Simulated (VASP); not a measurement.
Computed with PBEsol GGA, VASP's PBE PAW potentials (set 64) (plane waves; VASP 6.6.1).

VASP ran on this input.

File POSCAR:
```
Hf
1.0
  1.5788605882  -2.7346667199   0.0000000000
  1.5788605882   2.7346667199   0.0000000000
  0.0000000000   0.0000000000   4.9925004537
Hf
2
Cart
  1.5788605882   0.9115573964   1.2481251134
  1.5788605882  -0.9115573964   3.7443753403
```

**INCAR**
```
# general
SYSTEM   =  Hf
PREC     =  Accurate
ENCUT    =  520
LREAL    =  .FALSE.   # projection in real space or not
LASPH    =  .TRUE.

# electronic loop
EDIFF    =  1E-7
NELM     =  100   # most electronic steps
ALGO     =  Normal   # blocked Davidson
LMAXMIX  =  6

# smearing
ISMEAR   =  1
SIGMA    =  0.1   # width (eV)

# functional
GGA      =  PS   # PBEsol

# ions
IBRION   =  2   # conjugate gradients
NSW      =  30   # most ionic steps
ISIF     =  4   # ions and shape, fixed volume
EDIFFG   =  -0.01   # ionic stop

# output
LWAVE    =  .FALSE.
LCHARG   =  .FALSE.
```

**KPOINTS**
```
kpoints
0
gamma
  13 13 7
0 0 0
```

POTCAR, in this order: Hf_pv (PBE.64 set). Program: vasp_std.

What VASP printed:

**OSZICAR**
```
       N       E                     dE             d eps       ncg     rms          rms(c)
DAV:   1     0.477583445457E+02    0.47758E+02   -0.11781E+04  2352   0.136E+03
DAV:   2    -0.197955232372E+02   -0.67554E+02   -0.66311E+02  2928   0.274E+02
DAV:   3    -0.217415038473E+02   -0.19460E+01   -0.19181E+01  3174   0.309E+01
DAV:   4    -0.217592289451E+02   -0.17725E-01   -0.17716E-01  2718   0.363E+00
DAV:   5    -0.217594704847E+02   -0.24154E-03   -0.24152E-03  3206   0.351E-01    0.673E+01
DAV:   6    -0.212098653017E+02    0.54961E+00   -0.50255E-01  2514   0.536E+00    0.398E+01
DAV:   7    -0.210146208431E+02    0.19524E+00   -0.82875E-01  2534   0.662E+00    0.201E+00
DAV:   8    -0.210048190113E+02    0.98018E-02   -0.54584E-02  2586   0.181E+00    0.360E-01
DAV:   9    -0.210049232786E+02   -0.10427E-03   -0.11936E-03  3312   0.273E-01    0.213E-01
DAV:  10    -0.210049147215E+02    0.85571E-05   -0.45699E-05  2690   0.559E-02    0.257E-01
DAV:  11    -0.210049150689E+02   -0.34739E-06   -0.54651E-06  3192   0.186E-02    0.216E-02
DAV:  12    -0.210049154110E+02   -0.34210E-06   -0.68626E-07  2804   0.662E-03    0.126E-02
DAV:  13    -0.210049152452E+02    0.16583E-06   -0.38961E-08  1932   0.168E-03    0.315E-03
DAV:  14    -0.210049152011E+02    0.44072E-07   -0.65258E-09  1692   0.776E-04
   1 F= -.21004915E+02 E0= -.21004663E+02  d E =-.210049E+02
```

### OUTCAR
```
------------------------ aborting loop because EDIFF is reached ----------------------------------------
  FORCE on cell =-STRESS in cart. coord.  units (eV):
  Direction    XX          YY          ZZ          XY          YZ          ZX
  --------------------------------------------------------------------------------------
  Total       -0.0057592     -0.0057592     -0.0054371      0.0000000      0.0000000      0.0000000
  in kB       -0.2140294     -0.2140294     -0.2020614      0.0000000      0.0000000      0.0000000
  external PRESSURE =      -0.2100401 kB  Pullay stress =       0.0000000 kB
  volume of cell :       43.11
      direct lattice vectors                 reciprocal lattice vectors
     1.578860588 -2.734666720  0.000000000     0.316684072 -0.182837637  0.000000000
     1.578860588  2.734666720  0.000000000     0.316684072  0.182837637  0.000000000
     0.000000000  0.000000000  4.992500454     0.000000000  0.000000000  0.200300432
 POSITION                                       TOTAL-FORCE (eV/Angst)
 -----------------------------------------------------------------------------------
      1.57886      0.91156      1.24813         0.000000      0.000000      0.000000
      1.57886     -0.91156      3.74438        -0.000000     -0.000000      0.000000
 -----------------------------------------------------------------------------------
    total drift:                                0.000004      0.000177     -0.000016
  FREE ENERGIE OF THE ION-ELECTRON SYSTEM (eV)
  ---------------------------------------------------
  free  energy   TOTEN  =       -21.0049152011 eV

  energy  without entropy=      -21.0041576978  energy(sigma->0) =      -21.00466270

 reached required accuracy - stopping structural energy minimisation
```
(Selected blocks of OUTCAR.)

The compound is Hf in the hcp structure. It was relaxed first.
